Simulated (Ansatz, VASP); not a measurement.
## Cross-check of GaHNF (F-GaN-H chair monolayer) between VASP and Ansatz

Wanted: the spread between two codes on one cell, functional and k mesh. The cell is taken from a series of runs on this material, whose earlier steps may have relaxed, scaled, displaced or heated it; both programs get it as it stands.

Method: plane waves, with VASP 6.6.1 beside it; single point at PBE with D3(BJ), in Ansatz 0.2.0.

## 1. Starting point

The cell holds 4 atoms: 1 H, 1 N, 1 Ga and 1 F. Its edges and angles: a = 3.247 Å, b = 3.247 Å, c = 21.429 Å, α = 90.0°, β = 90.0°, γ = 120.0°. Vacuum lies along c.

As a file:

```cif
data_structure
_symmetry_space_group_name_H-M 'P 1'
_symmetry_Int_Tables_number 1
_cell_length_a 3.2475
_cell_length_b 3.2475
_cell_length_c 21.4285
_cell_angle_alpha 90.000
_cell_angle_beta 90.000
_cell_angle_gamma 120.000
_cell_volume 195.71
loop_
_atom_site_label
_atom_site_type_symbol
_atom_site_fract_x
_atom_site_fract_y
_atom_site_fract_z
_atom_site_occupancy
H1 H 0.66667 0.33333 0.42000 1
N2 N 0.66667 0.33333 0.46786 1
Ga3 Ga 0.33333 0.66667 0.49912 1
F4 F 0.33333 0.66667 0.58000 1
```

## 2. VASP: single point, PBE with D3(BJ)

With cell and atoms fixed, the geometry can't cause a difference; cores, projectors, grids and the points listed under the comparison can.

Lines of VASP's logs that name or quote its potential files are left out, and so is its time.

Contents of INCAR:

```
SYSTEM = GaHNF
PREC = Accurate
ENCUT = 520
EDIFF = 1E-06
NELM = 120
ISMEAR = -1
SIGMA = 0.02585
LREAL = .FALSE.
ALGO = Normal
GGA = PE
IVDW = 12
NBANDS = 19
LORBIT = 11
LWAVE = .FALSE.
LCHARG = .FALSE.
ISIF = 2
LDIPOL = .TRUE.
IDIPOL = 3
DIPOL = 0.5 0.5 0.491
LVHAR = .TRUE.
LASPH = .TRUE.
GGA_COMPAT = .FALSE.
EFERMI = MIDGAP
NELMDL = -8
```

Contents of POSCAR:

```
GaHNF
1.0
    3.2474922910      0.0000000000      0.0000000000
   -1.6237461455      2.8124108226      0.0000000000
    0.0000000000      0.0000000000     21.4285327342
H N Ga F
1 1 1 1
Direct
    0.6666666667      0.3333333333      0.4200007584
    0.6666666667      0.3333333333      0.4678628101
    0.3333333334      0.6666666666      0.4991230554
    0.3333333334      0.6666666666      0.5799992416
```

Contents of KPOINTS:

```
Automatic mesh
0
Gamma
18 18 1
0 0 0
```

PAW data sets: H, N, Ga_d and F (PBE family, release 64).

Command:

```bash
$ mpirun -np 1 vasp_std
```

Numbers of over 12 decimals in the logs are rounded to 6 here.

The program printed:

```text
[banner, memory and clock lines left out]
running    1 mpi-ranks, on    1 nodes
 distrk:  each k-point on    1 cores,    1 groups
 distr:  one band on    1 cores,    1 groups

 POSCAR found type information on POSCAR H N GaF
 POSCAR found :  4 types and       4 ions
 LDA part: xc-table for (Slater+PW92), standard interpolation
 POSCAR, INCAR and KPOINTS ok, starting setup
 FFT: planning ... GRIDC
 FFT: planning ... GRID_SOFT
 FFT: planning ... GRID
 WAVECAR not read
 entering main loop
       N       E                     dE             d eps       ncg     rms          rms(c)
DAV:   1     0.235800748374E+03    0.23580E+03   -0.11662E+04  1422   0.123E+03
DAV:   2     0.138394683702E+02   -0.22196E+03   -0.21249E+03  1915   0.300E+02
DAV:   3    -0.223061433417E+02   -0.36146E+02   -0.35982E+02  1610   0.130E+02
DAV:   4    -0.237887532922E+02   -0.14826E+01   -0.14804E+01  2146   0.325E+01
DAV:   5    -0.238007614456E+02   -0.12008E-01   -0.12004E-01  1619   0.249E+00
DAV:   6    -0.238012097727E+02   -0.44833E-03   -0.44832E-03  2113   0.461E-01
DAV:   7    -0.238012141793E+02   -0.44066E-05   -0.44066E-05  1733   0.435E-02
DAV:   8    -0.238012144120E+02   -0.23274E-06   -0.23271E-06  1771   0.899E-03    0.966E+00
DAV:   9    -0.206030546515E+02    0.31982E+01   -0.11969E+01  2260   0.469E+01    0.338E+00
DAV:  10    -0.205307175874E+02    0.72337E-01   -0.10924E+00  1745   0.841E+00    0.261E+00
DAV:  11    -0.203869436988E+02    0.14377E+00   -0.36990E-01  1847   0.675E+00    0.793E-01
DAV:  12    -0.203634129177E+02    0.23531E-01   -0.10676E-01  2008   0.438E+00    0.348E-01
DAV:  13    -0.203632803702E+02    0.13255E-03   -0.97125E-03  1710   0.828E-01    0.239E-01
DAV:  14    -0.203598460914E+02    0.34343E-02   -0.10629E-02  1777   0.708E-01    0.140E-01
[...]
DAV:  19    -0.203620351743E+02   -0.15142E-03   -0.68102E-05  1655   0.636E-02    0.897E-03
DAV:  20    -0.203620977602E+02   -0.62586E-04   -0.84339E-06  1606   0.233E-02    0.328E-03
DAV:  21    -0.203622203010E+02   -0.12254E-03   -0.11748E-05  1470   0.148E-02    0.267E-03
DAV:  22    -0.203622509929E+02   -0.30692E-04   -0.22736E-06  1280   0.165E-02    0.200E-03
DAV:  23    -0.203622892969E+02   -0.38304E-04   -0.37982E-06  1207   0.128E-02    0.263E-03
DAV:  24    -0.203622953499E+02   -0.60530E-05   -0.28766E-07  1389   0.385E-03    0.829E-04
DAV:  25    -0.203623013160E+02   -0.59660E-05   -0.38120E-07  1236   0.467E-03    0.871E-04
DAV:  26    -0.203623019292E+02   -0.61319E-06   -0.61394E-08  1381   0.226E-03
   1 F= -.20663316E+02 E0= -.20663316E+02  d E =-.391928E-21
```

From OUTCAR (step 2):

```text
ion  position               nearest neighbor table
   1  0.667  0.333  0.420-   2 1.03
   2  0.667  0.333  0.468-   1 1.03   3 1.99   3 1.99   3 1.99
   3  0.333  0.667  0.499-   4 1.73   2 1.99   2 1.99   2 1.99
   4  0.333  0.667  0.580-   3 1.73

  LATTYP: Found a hexagonal cell.
 ALAT       =     3.2474922910
 C/A-ratio  =     6.5984860976

 Subroutine GETGRP returns: Found  6 space group operations
 (whereof  6 operations were pure point group operations)

The static configuration has the point symmetry C_3v.

 Found     37 irreducible k-points:

   k-points           NKPTS =     37   k-points in BZ     NKDIM =     37   number of bands    NBANDS=     19

   dimension x,y,z NGX =    24 NGY =   24 NGZ =  160
   dimension x,y,z NGXF=    48 NGYF=   48 NGZF=  320

   ENCUT  =  520.0 eV  38.22 Ry    6.18 a.u.   6.04  6.04 39.84*2*pi/ulx,y,z

   NELECT =      26.0000    total number of electrons

 k-points in reciprocal lattice and weights: Automatic mesh
   0.00000000  0.00000000  0.00000000       0.003
   0.05555556 -0.00000000  0.00000000       0.019
   0.11111111 -0.00000000  0.00000000       0.019
   0.16666667  0.00000000  0.00000000       0.019
   0.22222222  0.00000000  0.00000000       0.019
   0.27777778 -0.00000000  0.00000000       0.019
   0.33333333 -0.00000000  0.00000000       0.019
   0.38888889 -0.00000000  0.00000000       0.019
   0.44444444  0.00000000  0.00000000       0.019
[...]
0.33333333  0.27777778  0.00000000       0.037
   0.33333333  0.33333333  0.00000000       0.006

 dipolmoment           0.000000      0.000000      0.371663 electrons x Angstroem

 average (electrostatic) potential at core
       1 -43.8782       2 -73.0924       3 -73.7121       4 -81.5990

 E-fermi :  -4.3451

 k-point     1 :       0.0000    0.0000    0.0000
  band No.  band energies     occupation
    ...
      9      -7.3057      2.00000
     10      -6.1791      2.00000
     11      -6.1791      2.00000
     12      -5.4923      2.00000
     13      -5.4923      2.00000
     14      -3.1979      0.00000
     15      -1.6692      0.00000
     16      -0.8969      0.00000
     17       0.5135      0.00000
     18       1.6680      0.00000
    ...

 k-point     2 :       0.0556   -0.0000    0.0000
  band No.  band energies     occupation
    ...
      9      -7.3242      2.00000
     10      -6.3345      2.00000
     11      -6.2191      2.00000
     12      -5.5717      2.00000
     13      -5.4982      2.00000
     14      -3.0646      0.00000
     15      -1.5732      0.00000
     16      -0.8196      0.00000
     17       0.5707      0.00000
     18       1.7198      0.00000
    ...

 k-point     3 :       0.1111   -0.0000    0.0000
  band No.  band energies     occupation
    ...
      9      -7.4190      2.00000
     10      -6.7234      2.00000
     11      -6.3323      2.00000
     12      -5.7206      2.00000
     13      -5.5152      2.00000
     14      -2.7614      0.00000
     15      -1.3113      0.00000
     16      -0.5906      0.00000
     17       0.7369      0.00000
     18       1.8596      0.00000
    ...

 Edisp (eV)   -0.30101

  Total      -0.09282    -0.09282     0.28746    -0.00000     0.00000     0.00000
  in kB      -0.75986    -0.75986     2.35325    -0.00000     0.00000     0.00000
  external pressure =        0.28 kB  Pullay stress =        0.00 kB

  energy-cutoff  :      520.00
  volume of cell :      195.71
      direct lattice vectors                 reciprocal lattice vectors
     3.247492291  0.000000000  0.000000000     0.307929907  0.177783415  0.000000000
    -1.623746145  2.812410823  0.000000000     0.000000000  0.355566830  0.000000000
     0.000000000  0.000000000 21.428532734     0.000000000  0.000000000  0.046666751

 POSITION                                       TOTAL-FORCE (eV/Angst)
 -----------------------------------------------------------------------------------
      1.62375      0.93747      9.00000         0.000000      0.000000     -0.020118
      1.62375      0.93747     10.02561         0.000000      0.000000     -0.025535
      0.00000      1.87494     10.69547        -0.000000     -0.000000     -0.094938
      0.00000      1.87494     12.42853         0.000000     -0.000000      0.140591
 -----------------------------------------------------------------------------------
    total drift:                               -0.000002     -0.000002      0.002173

  FREE ENERGIE OF THE ION-ELECTRON SYSTEM (eV)
  ---------------------------------------------------
  free  energy   TOTEN  =       -20.6633158511 eV

  energy  without entropy=      -20.6633158511  energy(sigma->0) =      -20.66331585

 vacuum level on the upper side and lower side of the slab         5.549        -1.816

 total charge
# of ion       s       p       d       tot
------------------------------------------
    1        0.641   0.082   0.000   0.723
    2        1.225   2.576   0.000   3.802
    3        0.758   0.852  10.207  11.816
    4        1.746   4.315   0.000   6.061
--------------------------------------------------
tot          4.370   7.825  10.207  22.402

[... 3 further parts left out ...]
```

## 3. Ansatz: single point, PBE with D3(BJ)

Ansatz runs on its default PAW (the set named soft_2) files.

The same cell, functional, mesh and smearing now go to Ansatz, which takes its cutoff from its data sets.

Contents of input.yaml:

```yaml
crystal:
  lattice:
    - [3.247492291, 0.0, 0.0]
    - [-1.6237461455, 2.8124108226, 0.0]
    - [0.0, 0.0, 21.4285327342]
  atoms:
    - { symbol: H, position: [0.6666666667, 0.3333333333, 0.4200007584] }
    - { symbol: "N", position: [0.6666666667, 0.3333333333, 0.4678628101] }
    - { symbol: Ga, position: [0.3333333333, 0.6666666667, 0.4991230554] }
    - { symbol: F, position: [0.3333333333, 0.6666666667, 0.5799992416] }
kpoints:
  mp_grid: { grid: [18, 18, 1] }
  band_path:
    path: [[0, 0, 0], [0.5, 0, 0], [0.33333333, 0.33333333, 0], [0, 0, 0]]
    npoints: 16
hamiltonian:
  xc: pbe
  dispersion: d3bj
scf:
  occupations: { method: fermi_dirac, width: 0.02585 }
  convergence: { dr2_threshold: 1.0e-10 }
efield:
  axis: 3
  dipole_correction: true
  ramp_position: 0.97
  ramp_width: 0.06
  amplitude: 0
output:
  dos: { projected: true, e_range: [-6, 5] }
  write_potential: true
  write_density: true
  volumetric_format: npy
  elf: true
```

Command:

```bash
$ ansatz run input.yaml --threads 2 --pin off --max-ram 3072MiB --backend cpu --events-out ev --progress --plain --runs-dir out
```

The program printed:

```text
Engine: ansatz 0.2.0, aarch64-unknown-linux-gnu
Pseudopotentials: kind: paw
Pseudopotential: H, paw, valence charge 1, recommended cutoff 420 eV (normal), H.paw.azcp
Pseudopotential: N, paw, valence charge 5, recommended cutoff 420 eV (normal), N.paw.azcp
Pseudopotential: Ga, paw, valence charge 13, recommended cutoff 420 eV (normal), Ga.paw.azcp
Pseudopotential: F, paw, valence charge 7, recommended cutoff 420 eV (normal), F.paw.azcp
Functional definition: PBE
  parameter kappa = 0.804
  parameter beta = 0.066725
  exchange = pbe_x(kappa = kappa, mu = beta*pi^2/3)
  correlation = pbe_c(beta = beta)
Crystal: 4 atoms, lattice volume = 195.713 Å³
Basis set: ecut = 420 eV, 3875 PW (Γ)
Bands: 17, of which v1, the nominal top of the filled ones, is band 13 counted from 1 (12 counted from 0)
Symmetry: 6 space group operations
Space group: P3m1 (ITA 156), of the structure as read, at distance tolerance 5.8e-5 Å
k-points: 37 of 324 (time reversal used)
Non-local potential: H, projectors of the file, l = 0: 2, l = 1: 1
Non-local potential: N, projectors of the file, l = 0: 2, l = 1: 2, l = 2: 1
Non-local potential: Ga, projectors of the file, l = 0: 2, l = 1: 2, l = 2: 3, l = 3: 1
Non-local potential: F, projectors of the file, l = 0: 2, l = 1: 2, l = 2: 1
PAW form: soft (Blöchl's): semilocal exchange-correlation on the pseudo side does not see the compensation charge
PAW one-centre angular grid: H, 110 points (default); XC on 64 Gauss nodes
PAW one-centre angular grid: N, 110 points (default); XC on 64 Gauss nodes
PAW one-centre angular grid: Ga, 590 points (default); XC on 64 Gauss nodes
PAW one-centre angular grid: F, 110 points (default); XC on 64 Gauss nodes
Initial density: superposition of atomic densities (neutral atoms: chi_scale 0, normalization atom), corrected by the library's trained network
Initial wavefunctions: pseudopotential atomic-orbital guess
Functional: x = pbe(κ = 0.804, μ = 0.219515), c = pbe(β = 0.066725)
SCF iter   1: F=—  HF=-4992.715569 eV  |F-HF|=—  |Δ(HF+E_count)|=         —  Δρ=1.47e-3  dr2=5.95e-3  ethr=1.77e-3  p=-0.334 e·Å  D=-3.09e-1 V/Å  ΔV_dip=6.62 eV  dr2_dipole=7.05e-4  V_vac-E_F(+/−)=9.57/2.96 eV  ⟨swp⟩=7.4  Hψ=3978  notcnv=0
efield: sawtooth ramp at fractional position 0.9700 (set: `efield.ramp_position`, or a place that a band, a saddle search or an elastic batch's reference lends), width 0.0600; the density the first Hamiltonian is built on has a dipole p = -0.334 e·Å; the dipole correction subtracts the counter field D = -3.09e-1 V/Å, which shifts the + side's vacuum level by +6.62 eV against the − side's; the planar-averaged density in the ramp window peaks in size at 1.2e-5 e/Å³
preconditioner: auto → none  [insulator: Δε(μ)=2.357 eV  Ē_g=15.102 eV  σ=0.026 eV  W_gap=1.00  n_scr=12 (ndim 8)  ℏωp=13.5 eV  f_vac=0.744  D(μ)=0.00/eV (n_scr^D=0)  ε∞_Penn≈1.8]
SCF iter   2: F=—  HF=-4992.717395 eV  |F-HF|=—  |Δ(HF+E_count)|=   1.83e-3  Δρ=7.84e-4  dr2=1.45e-3  ethr=2.29e-5  p=-0.353 e·Å  D=-3.27e-1 V/Å  ΔV_dip=7.00 eV  dr2_dipole=5.87e-5  V_vac-E_F(+/−)=9.71/2.70 eV  ⟨swp⟩=2.6  Hψ=1351  notcnv=0
SCF iter   3: F=—  HF=-4992.718133 eV  |F-HF|=—  |Δ(HF+E_count)|=   7.38e-4  Δρ=5.79e-4  dr2=8.66e-4  ethr=5.59e-6  p=-0.362 e·Å  D=-3.34e-1 V/Å  ΔV_dip=7.16 eV  dr2_dipole=9.74e-5  V_vac-E_F(+/−)=9.75/2.59 eV  ⟨swp⟩=2.3  Hψ=1232  notcnv=0
SCF iter   4: F=—  HF=-4992.717924 eV  |F-HF|=—  |Δ(HF+E_count)|=   2.08e-4  Δρ=1.02e-4  dr2=2.22e-5  ethr=3.33e-6  p=-0.367 e·Å  D=-3.39e-1 V/Å  ΔV_dip=7.27 eV  dr2_dipole=4.42e-7  V_vac-E_F(+/−)=9.79/2.52 eV  ⟨swp⟩=2.0  Hψ=1167  notcnv=0
SCF iter   5: F=—  HF=-4992.717951 eV  |F-HF|=—  |Δ(HF+E_count)|=   2.60e-5  Δρ=7.91e-5  dr2=1.22e-5  ethr=8.52e-8  p=-0.367 e·Å  D=-3.39e-1 V/Å  ΔV_dip=7.26 eV  dr2_dipole=9.98e-7  V_vac-E_F(+/−)=9.79/2.52 eV  ⟨swp⟩=2.8  Hψ=1299  notcnv=0
SCF iter   6: F=—  HF=-4992.717953 eV  |F-HF|=—  |Δ(HF+E_count)|=   2.11e-6  Δρ=1.52e-5  dr2=3.05e-7  ethr=4.69e-8  p=-0.367 e·Å  D=-3.39e-1 V/Å  ΔV_dip=7.27 eV  dr2_dipole=8.06e-10  V_vac-E_F(+/−)=9.79/2.52 eV  ⟨swp⟩=2.0  Hψ=769  notcnv=0
SCF iter   7: F=—  HF=-4992.717946 eV  |F-HF|=—  |Δ(HF+E_count)|=   6.96e-6  Δρ=5.44e-6  dr2=3.30e-8  ethr=1.17e-9  p=-0.367 e·Å  D=-3.39e-1 V/Å  ΔV_dip=7.27 eV  dr2_dipole=3.35e-11  V_vac-E_F(+/−)=9.79/2.52 eV  ⟨swp⟩=2.4  Hψ=1019  notcnv=0
SCF iter   8: F=—  HF=-4992.717946 eV  |F-HF|=—  |Δ(HF+E_count)|=   1.07e-7  Δρ=1.21e-6  dr2=1.55e-9  ethr=1.27e-10  p=-0.367 e·Å  D=-3.39e-1 V/Å  ΔV_dip=7.27 eV  dr2_dipole=8.16e-12  V_vac-E_F(+/−)=9.79/2.52 eV  ⟨swp⟩=2.5  Hψ=1153  notcnv=0
SCF iter   9: F=—  HF=-4992.717946 eV  |F-HF|=—  |Δ(HF+E_count)|=   1.87e-9  Δρ=2.69e-7  dr2=1.35e-10  ethr=5.98e-12  p=-0.367 e·Å  D=-3.39e-1 V/Å  ΔV_dip=7.27 eV  dr2_dipole=3.98e-13  V_vac-E_F(+/−)=9.79/2.52 eV  ⟨swp⟩=2.0  Hψ=1058  notcnv=0
SCF iter  10: F=-4992.717946 eV  HF=-4992.717946 eV  |F-HF|=2.64e-11  |Δ(HF+E_count)|=  6.37e-12  Δρ=9.97e-8  dr2=1.08e-11  ethr=1.00e-12  p=-0.367 e·Å  D=-3.39e-1 V/Å  ΔV_dip=7.27 eV  dr2_dipole=8.11e-14  V_vac-E_F(+/−)=9.79/2.52 eV  ⟨swp⟩=4.4  Hψ=2086  notcnv=0
SCF 1 converged in 10 iterations: F = -4992.717946 eV  dr2 = 1.08e-11
  greatest PAW one-centre occupation: 0.996 electrons in one spin orbital (limit 2), on the Ga atom at site 2 (counted from 0), in its partial waves of l = 2
NSCF: frozen V_eff on 49 k-points
efield: sawtooth ramp at fractional position 0.9700 (kept from the solve that this one continues, or follows in the run), width 0.0600; the density the first Hamiltonian is built on has a dipole p = -0.367 e·Å; the dipole correction subtracts the counter field D = -3.39e-1 V/Å, which shifts the + side's vacuum level by +7.27 eV against the − side's; the planar-averaged density in the ramp window peaks in size at 6.6e-6 e/Å³
WARN: The output density's exchange-correlation potential varies sharply where the density is thin. Do not read a vacuum level from v_tot or v_xc, or from such a field of the output density. On a cell that repeats whose density bears no net charge and no dipole along the vacuum's axis use v_es (v_loc + v_h of the components); under efield.dipole_correction with no amplitude use v_es + v_field, which holds any externa [...]
SCF converged after 10 iterations
Free energy (F): -4992.717946 eV
Harris-Foulkes:  -4992.717946 eV  (|F-HF|=2.64e-11)
Internal energy: -4992.717946 eV  (E = F + TS)
E sigma→0 (E₀):  -4992.717946 eV
Fermi energy:    -3.711604 eV
Dipole field:    D = -0.339441 V/Å  (p = -0.367132 e·Å, saw-weighted, corrected)
Work function:   Φ+ = 9.7925 eV   Φ− = 2.5188 eV
Levels:          The Fermi level and band energies are counted from a zero that moves with the ramp; work functions are not
--- Per-component energies (eV) ---
  E_band       = -351.929139
  E_kinetic    = 465.310868
  E_local      = -19426.863443  (includes V_loc(G=0)·N_el)
  E_nonlocal   = 550.738466
  E_hartree    = 9404.440906
  E_xc         = -215.813868
  E_vxc        = -245.597085  (∫ρ·V_xc dr)
  E_paw        = -2322.927589  (= ΣΔE_a)
  E_vpaw       = -506.764815  (= ΣTr[D̂ρ^β])
  E_aug_tail   = 0.000804  (compensation charges beyond the density's cutoff)
  E_efield     = 0.062310  (sawtooth field / dipole correction)
  E_vefield    = 2.364268  (∫n·V_field dr)
  E_ewald      = 6552.634634
  E_disp       = -0.301033  (pairwise vdW)
  E_smearing   = -0.000000  (= −TS)
  E_closure    = -0.000000  (closes the sum)
  Σ components = -4992.717946   (vs F -4992.717946, Δ=0.00e0)
--- Band table (eV; the first three rows and the last of 37) ---
  k-point 0: bands = [... 9 lower, -5.5765, -5.5765, -4.9148, -4.9148, -2.5759, -1.0589, -0.2339, 1.2890]
  k-point 1: bands = [... 9 lower, -5.7275, -5.6156, -4.9998, -4.9219, -2.4426, -0.9631, -0.1563, 1.3450]
  k-point 2: bands = [... 9 lower, -6.1180, -5.7265, -5.1548, -4.9410, -2.1394, -0.7014, 0.0729, 1.5075]
  k-point 36: bands = [... 9 lower, -8.5991, -6.6476, -5.6574, -5.5975, 2.7358, 3.0101, 3.0192, 3.1368]
```

## 4. Comparison

Known differences besides the potentials themselves: the cutoff is 420 eV in Ansatz and 520 eV in VASP. Total energies have different zeros and are not compared.

Compared:

```tsv
quantity	Ansatz	VASP	difference
gap on the k mesh (eV)	2.339	2.294	+0.045
```

A gap on the mesh is an upper bound, since the band edges may lie between its points. With vacuum in the cell, a pressure given here is an average over mostly empty space and none of the material.

## 5. Summary of results

```
difference in gap on the k mesh (single point, PBE with D3(BJ)) : 0.045 eV
```

The difference in gap on the k mesh is 0.045 eV (single point, PBE with D3(BJ)), within the 0.08 eV picked in this series as the mark of a large difference. Such differences can come from data sets, numerical settings and the points named under the comparisons, not from the functional's error against experiment.

[Lines on the potential files, build, host, timing and source positions are cut from VASP's logs without a mark.]

[Logs are printed without paths, hosts, clocks, repeated set-up lines and the standing remarks that a program may print on its own settings, such as how far it seeks lower states.]

[Hosts, paths, dates, database ids (printed as entryN), source tags and the programs' standing remarks are cut or masked in the printed files.]
